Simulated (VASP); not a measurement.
OSZICAR of a VASP run on NaCl:

### OSZICAR
```
       N       E                     dE             d eps       ncg     rms          rms(c)
DAV:   1     0.460915464548E+03    0.46092E+03   -0.23135E+04   500   0.117E+03
DAV:   2     0.364084938033E+02   -0.42451E+03   -0.41169E+03   524   0.319E+02
DAV:   3    -0.257871786841E+02   -0.62196E+02   -0.62051E+02   414   0.124E+02
DAV:   4    -0.279404564080E+02   -0.21533E+01   -0.21486E+01   511   0.296E+01
DAV:   5    -0.280029839715E+02   -0.62528E-01   -0.62513E-01   480   0.467E+00    0.442E+00
DAV:   6    -0.269671126000E+02    0.10359E+01   -0.21741E+00   520   0.588E+00    0.333E+00
DAV:   7    -0.268368716587E+02    0.13024E+00   -0.36024E-01   584   0.340E+00    0.248E+00
DAV:   8    -0.268031970502E+02    0.33675E-01   -0.13061E-01   487   0.214E+00    0.577E-01
DAV:   9    -0.268023023227E+02    0.89473E-03   -0.13000E-02   464   0.539E-01    0.256E-01
DAV:  10    -0.268007896038E+02    0.15127E-02   -0.11297E-03   488   0.168E-01    0.174E-01
DAV:  11    -0.267956849119E+02    0.51047E-02   -0.11466E-02   477   0.508E-01    0.159E-01
DAV:  12    -0.267963280136E+02   -0.64310E-03   -0.42914E-03   520   0.312E-01    0.910E-02
DAV:  13    -0.267963928011E+02   -0.64788E-04   -0.57326E-04   423   0.118E-01    0.348E-02
DAV:  14    -0.267974038945E+02   -0.10111E-02   -0.45356E-04   428   0.128E-01    0.198E-02
DAV:  15    -0.267976026677E+02   -0.19877E-03   -0.17824E-04   419   0.541E-02    0.443E-02
DAV:  16    -0.267978581123E+02   -0.25544E-03   -0.26893E-05   344   0.368E-02    0.329E-02
DAV:  17    -0.267981384332E+02   -0.28032E-03   -0.75907E-05   335   0.440E-02    0.131E-02
DAV:  18    -0.267982166926E+02   -0.78259E-04   -0.21631E-05   333   0.234E-02    0.899E-03
DAV:  19    -0.267982904165E+02   -0.73724E-04   -0.85986E-06   299   0.178E-02    0.766E-03
DAV:  20    -0.267983718463E+02   -0.81430E-04   -0.16588E-05   299   0.220E-02    0.106E-02
DAV:  21    -0.267983757523E+02   -0.39060E-05   -0.25701E-06   335   0.110E-02
   1 F= -.26798376E+02 E0= -.26798376E+02  d E =-.267984E+02
       N       E                     dE             d eps       ncg     rms          rms(c)
DAV:   1    -0.268014931189E+02   -0.31213E-02   -0.69848E-01   405   0.364E+00    0.180E-01
DAV:   2    -0.268031007284E+02   -0.16076E-02   -0.17544E-02   496   0.724E-01    0.842E-02
DAV:   3    -0.268030468495E+02    0.53879E-04   -0.37031E-04   473   0.117E-01    0.674E-02
DAV:   4    -0.268029802496E+02    0.66600E-04   -0.13810E-04   465   0.621E-02    0.400E-02
DAV:   5    -0.268029730490E+02    0.72006E-05   -0.43293E-05   448   0.314E-02
   2 F= -.26802973E+02 E0= -.26802973E+02  d E =-.459730E-02
       N       E                     dE             d eps       ncg     rms          rms(c)
DAV:   1    -0.267981658198E+02    0.48144E-02   -0.62883E+00   400   0.110E+01    0.536E-01
DAV:   2    -0.268134178026E+02   -0.15252E-01   -0.16607E-01   513   0.219E+00    0.254E-01
DAV:   3    -0.268128562665E+02    0.56154E-03   -0.37175E-03   487   0.359E-01    0.206E-01
DAV:   4    -0.268123049505E+02    0.55132E-03   -0.11339E-03   484   0.187E-01    0.126E-01
DAV:   5    -0.268121766454E+02    0.12831E-03   -0.41925E-04   508   0.111E-01    0.455E-02
DAV:   6    -0.268121255562E+02    0.51089E-04   -0.13897E-04   406   0.837E-02    0.142E-02
DAV:   7    -0.268121765841E+02   -0.51028E-04   -0.18802E-04   342   0.794E-02    0.151E-02
DAV:   8    -0.268122852726E+02   -0.10869E-03   -0.10420E-04   380   0.528E-02    0.158E-02
DAV:   9    -0.268123278087E+02   -0.42536E-04   -0.14652E-05   325   0.203E-02    0.126E-02
DAV:  10    -0.268123592583E+02   -0.31450E-04   -0.11244E-05   324   0.173E-02    0.590E-03
DAV:  11    -0.268123808026E+02   -0.21544E-04   -0.52440E-06   292   0.110E-02    0.457E-03
DAV:  12    -0.268124018021E+02   -0.21000E-04   -0.37993E-06   315   0.829E-03    0.501E-03
DAV:  13    -0.268124068679E+02   -0.50657E-05   -0.93514E-07   317   0.511E-03
   3 F= -.26812407E+02 E0= -.26812407E+02  d E =-.140311E-01
       N       E                     dE             d eps       ncg     rms          rms(c)
DAV:   1    -0.267466684965E+02    0.65733E-01   -0.25316E+01   401   0.223E+01    0.109E+00
DAV:   2    -0.268141319561E+02   -0.67463E-01   -0.72790E-01   485   0.447E+00    0.498E-01
DAV:   3    -0.268128246332E+02    0.13073E-02   -0.19004E-02   496   0.832E-01    0.398E-01
DAV:   4    -0.268107751083E+02    0.20495E-02   -0.46520E-03   503   0.383E-01    0.246E-01
DAV:   5    -0.268103598278E+02    0.41528E-03   -0.13146E-03   487   0.183E-01    0.113E-01
DAV:   6    -0.268100960618E+02    0.26377E-03   -0.25156E-04   452   0.116E-01    0.700E-02
DAV:   7    -0.268099716588E+02    0.12440E-03   -0.11205E-03   503   0.233E-01    0.337E-02
DAV:   8    -0.268100585713E+02   -0.86913E-04   -0.32650E-04   446   0.937E-02    0.227E-02
DAV:   9    -0.268102833849E+02   -0.22481E-03   -0.12938E-04   436   0.622E-02    0.167E-02
DAV:  10    -0.268103525455E+02   -0.69161E-04   -0.68867E-05   408   0.988E-02    0.125E-02
DAV:  11    -0.268103916801E+02   -0.39135E-04   -0.25533E-05   356   0.397E-02    0.122E-02
DAV:  12    -0.268104277456E+02   -0.36065E-04   -0.67178E-06   299   0.155E-02    0.910E-03
DAV:  13    -0.268104543056E+02   -0.26560E-04   -0.43149E-06   308   0.104E-02    0.777E-03
DAV:  14    -0.268104681809E+02   -0.13875E-04   -0.21703E-06   318   0.253E-02    0.261E-03
DAV:  15    -0.268104834925E+02   -0.15312E-04   -0.49294E-06   311   0.217E-02    0.370E-03
DAV:  16    -0.268104842133E+02   -0.72079E-06   -0.86315E-07   346   0.572E-03
   4 F= -.26810484E+02 E0= -.26810484E+02  d E =-.121085E-01
       N       E                     dE             d eps       ncg     rms          rms(c)
DAV:   1    -0.267987423538E+02    0.11741E-01   -0.82613E+00   408   0.135E+01    0.651E-01
DAV:   2    -0.268164803291E+02   -0.17738E-01   -0.19405E-01   473   0.249E+00    0.291E-01
DAV:   3    -0.268160263606E+02    0.45397E-03   -0.49003E-03   498   0.462E-01    0.230E-01
DAV:   4    -0.268152617019E+02    0.76466E-03   -0.17330E-03   481   0.213E-01    0.132E-01
DAV:   5    -0.268151632479E+02    0.98454E-04   -0.44116E-04   546   0.959E-02    0.595E-02
DAV:   6    -0.268150374176E+02    0.12583E-03   -0.50040E-05   361   0.519E-02    0.344E-02
DAV:   7    -0.268149118314E+02    0.12559E-03   -0.31765E-04   441   0.105E-01    0.171E-02
DAV:   8    -0.268149506674E+02   -0.38836E-04   -0.98689E-05   381   0.467E-02    0.975E-03
DAV:   9    -0.268149715681E+02   -0.20901E-04   -0.92103E-06   294   0.216E-02    0.113E-02
DAV:  10    -0.268149870747E+02   -0.15507E-04   -0.10295E-05   317   0.170E-02    0.485E-03
DAV:  11    -0.268150078589E+02   -0.20784E-04   -0.37288E-06   304   0.109E-02    0.413E-03
DAV:  12    -0.268150181503E+02   -0.10291E-04   -0.14615E-06   286   0.620E-03    0.431E-03
DAV:  13    -0.268150274386E+02   -0.92883E-05   -0.64204E-07   286   0.532E-03
   5 F= -.26815027E+02 E0= -.26815027E+02  d E =-.166517E-01
       N       E                     dE             d eps       ncg     rms          rms(c)
DAV:   1    -0.268152406574E+02   -0.22251E-03   -0.46998E-01   404   0.329E+00    0.120E-01
DAV:   2    -0.268162133166E+02   -0.97266E-03   -0.10398E-02   503   0.624E-01    0.605E-02
DAV:   3    -0.268162062867E+02    0.70300E-05   -0.22414E-04   456   0.981E-02    0.491E-02
DAV:   4    -0.268161924403E+02    0.13846E-04   -0.37181E-05   350   0.319E-02    0.312E-02
DAV:   5    -0.268161885922E+02    0.38481E-05   -0.97851E-06   288   0.205E-02
   6 F= -.26816189E+02 E0= -.26816189E+02  d E =-.116115E-02
       N       E                     dE             d eps       ncg     rms          rms(c)
DAV:   1    -0.268091957151E+02    0.69967E-02   -0.40478E+00   402   0.969E+00    0.352E-01
DAV:   2    -0.268177285904E+02   -0.85329E-02   -0.91620E-02   494   0.184E+00    0.172E-01
DAV:   3    -0.268176936787E+02    0.34912E-04   -0.21146E-03   448   0.307E-01    0.140E-01
DAV:   4    -0.268175667626E+02    0.12692E-03   -0.35440E-04   477   0.103E-01    0.887E-02
DAV:   5    -0.268175434454E+02    0.23317E-04   -0.95896E-05   439   0.503E-02    0.399E-02
DAV:   6    -0.268175271831E+02    0.16262E-04   -0.39321E-05   373   0.430E-02    0.115E-02
DAV:   7    -0.268175294071E+02   -0.22239E-05   -0.30484E-05   384   0.292E-02
   7 F= -.26817529E+02 E0= -.26817529E+02  d E =-.250197E-02
```

Task: Which electronic solver shows in the log?

Result: It is blocked Davidson (ALGO = Normal, or the opening steps of other solvers). The INCAR had ALGO = Normal.

Task: Can the final energy be trusted as converged?

Result: The calculation finished and met its thresholds. It stopped with EDIFF = 1E-5, NELM = 100, NSW = 50 and EDIFFG = -0.03 after 7 ionic steps (PBE GGA, plane waves, VASP's PBE PAW potentials (set 64)).

The cell is a thin slab with vacuum, built from NaCl (rock salt): (100) face.
